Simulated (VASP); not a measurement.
**ScB (relaxed from the NiAs type structure, space group P6_3/mmc): computed properties**

All values below come from PBEsol GGA, VASP's PBE PAW potentials (set 64) (plane waves; VASP).

```yaml
space_group: P6_3/mmc (194)
cell: a = b = 3.1835 Å, c = 6.8077 Å, α = β = 90.00°, γ = 120.00°
volume_per_atom: 14.94 Å³/atom
band gap (over mesh and band path): none (metal, semimetal or under 0.01 eV)
density: 3.10 g/cm³
```

```
CELL_PARAMETERS angstrom
      3.18348     0.00000     0.00000
     -1.59174     2.75698     0.00000
      0.00000     0.00000     6.80773
ATOMIC_POSITIONS crystal
  Sc 0.00000 0.00000 0.00000
  Sc 0.00000 0.00000 0.50000
  B  0.33333 0.66667 0.25000
  B  0.66667 0.33333 0.75000
```

The structure was generated: ScB was put into the NiAs type type (P6_3/mmc), which need not be its known phase. It was relaxed first, which changed the volume by -25 %. Symmetry was kept, so distortions that lower it aren't found.
